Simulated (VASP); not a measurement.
```
CELL_PARAMETERS angstrom
      4.11880     0.00000     0.00000
      0.00000     4.11880     0.00000
      0.00000     0.00000     6.28466
ATOMIC_POSITIONS crystal
  Mo 0.00000 0.00000 0.00000
  Mo 0.50000 0.50000 0.00000
  Mo 0.50000 0.00000 0.27000
  Mo 0.00000 0.50000 0.73000
  Ge 0.50000 0.00000 0.70000
  Ge 0.00000 0.50000 0.30000
```

Computed with PBE GGA, VASP's PBE PAW potentials (set 64) (plane waves; VASP). Numerical set-up: 300 eV cut-off, 3×3×2 Γ-centred mesh, Fermi-Dirac smearing of 0.10 eV, potentials Mo_sv Ge_d.

At this cut-off the stress carries a Pulay error, which pulls relaxed volumes low. Energy and stress use the plane-wave basis of the starting cell.

Task: The ions, cell shape and volume are relaxed. Which structure does the run end with?

Result: 
```
CELL_PARAMETERS angstrom
      3.73704     0.00000     0.00000
      0.00000     3.73704     0.00000
      0.00000     0.00000     6.80313
ATOMIC_POSITIONS crystal
  Mo 0.00000 0.00000 0.00000
  Mo 0.50000 0.50000 0.00000
  Mo 0.50000 0.00000 0.33104
  Mo 0.00000 0.50000 0.66896
  Ge 0.50000 0.00000 0.70801
  Ge 0.00000 0.50000 0.29199
```
Space group P4/nmm (129), at a tolerance of 0.03 Å.

Task: How do energy and volume change from the first to the last step?

Result: The energy (σ→0) changes by -170.0 meV/atom and the volume by -10.9 %, in 24 ionic steps.

```json
[
 {"step": "1", "E(σ→0) (eV)": "-51.5086", "max force (eV/Å)": "0.647", "pressure (GPa)": "-5.04", "volume (Å³)": "106.62"},
 {"step": "2", "E(σ→0) (eV)": "-51.4806", "max force (eV/Å)": "1.374", "pressure (GPa)": "9.69", "volume (Å³)": "98.22"},
 {"step": "3", "E(σ→0) (eV)": "-51.5856", "max force (eV/Å)": "0.990", "pressure (GPa)": "1.02", "volume (Å³)": "102.72"},
 {"step": "4", "E(σ→0) (eV)": "-51.6568", "max force (eV/Å)": "0.509", "pressure (GPa)": "0.59", "volume (Å³)": "101.92"},
 {"step": "5", "E(σ→0) (eV)": "-51.6725", "max force (eV/Å)": "0.469", "pressure (GPa)": "0.41", "volume (Å³)": "101.29"},
 {"step": "6", "E(σ→0) (eV)": "-51.7314", "max force (eV/Å)": "0.472", "pressure (GPa)": "-0.67", "volume (Å³)": "101.09"},
 {"step": "7", "E(σ→0) (eV)": "-51.9395", "max force (eV/Å)": "0.363", "pressure (GPa)": "-3.48", "volume (Å³)": "100.40"},
 {"step": "8", "E(σ→0) (eV)": "-52.3546", "max force (eV/Å)": "0.836", "pressure (GPa)": "-6.91", "volume (Å³)": "98.64"},
 {"step": "9", "E(σ→0) (eV)": "-52.3880", "max force (eV/Å)": "0.888", "pressure (GPa)": "-5.89", "volume (Å³)": "97.87"},
 {"step": "10", "E(σ→0) (eV)": "-52.4059", "max force (eV/Å)": "0.977", "pressure (GPa)": "-4.42", "volume (Å³)": "96.84"},
 {"step": "11", "E(σ→0) (eV)": "-52.4288", "max force (eV/Å)": "0.891", "pressure (GPa)": "-3.64", "volume (Å³)": "96.51"},
 {"step": "12", "E(σ→0) (eV)": "-52.4778", "max force (eV/Å)": "0.613", "pressure (GPa)": "-1.16", "volume (Å³)": "95.50"},
 {"step": "13", "E(σ→0) (eV)": "-52.4819", "max force (eV/Å)": "0.292", "pressure (GPa)": "4.43", "volume (Å³)": "93.51"},
 {"step": "14", "E(σ→0) (eV)": "-52.4957", "max force (eV/Å)": "0.329", "pressure (GPa)": "1.39", "volume (Å³)": "94.55"},
 {"step": "15", "E(σ→0) (eV)": "-52.5085", "max force (eV/Å)": "0.253", "pressure (GPa)": "0.99", "volume (Å³)": "94.72"},
 {"step": "16", "E(σ→0) (eV)": "-52.5248", "max force (eV/Å)": "0.258", "pressure (GPa)": "-0.20", "volume (Å³)": "95.20"},
 {"step": "17", "E(σ→0) (eV)": "-52.5246", "max force (eV/Å)": "0.257", "pressure (GPa)": "-0.27", "volume (Å³)": "95.25"},
 {"step": "18", "E(σ→0) (eV)": "-52.5265", "max force (eV/Å)": "0.202", "pressure (GPa)": "-0.18", "volume (Å³)": "95.16"},
 {"step": "19", "E(σ→0) (eV)": "-52.5288", "max force (eV/Å)": "0.037", "pressure (GPa)": "0.32", "volume (Å³)": "94.89"},
 {"step": "20", "E(σ→0) (eV)": "-52.5288", "max force (eV/Å)": "0.030", "pressure (GPa)": "0.39", "volume (Å³)": "94.86"},
 {"step": "21", "E(σ→0) (eV)": "-52.5285", "max force (eV/Å)": "0.012", "pressure (GPa)": "-0.23", "volume (Å³)": "95.10"},
 {"step": "22", "E(σ→0) (eV)": "-52.5288", "max force (eV/Å)": "0.012", "pressure (GPa)": "0.07", "volume (Å³)": "95.00"},
 {"step": "23", "E(σ→0) (eV)": "-52.5287", "max force (eV/Å)": "0.008", "pressure (GPa)": "-0.06", "volume (Å³)": "95.02"},
 {"step": "24", "E(σ→0) (eV)": "-52.5287", "max force (eV/Å)": "0.010", "pressure (GPa)": "-0.01", "volume (Å³)": "95.01"}
]
```

The structure was generated: GeMo2 was put into an ordered model structure, which need not be its known phase. This run relaxes it. Symmetry was kept, so distortions that lower it aren't found. The k-mesh is coarse (spacing up to 0.56 per Å, 2π included), so the numbers may not be converged in it. The run is one of a series of settings (EDIFFG = -0.01, IBRION = 2, ISIF = 3, NSW = 50 against the base run), some of them coarse on purpose.
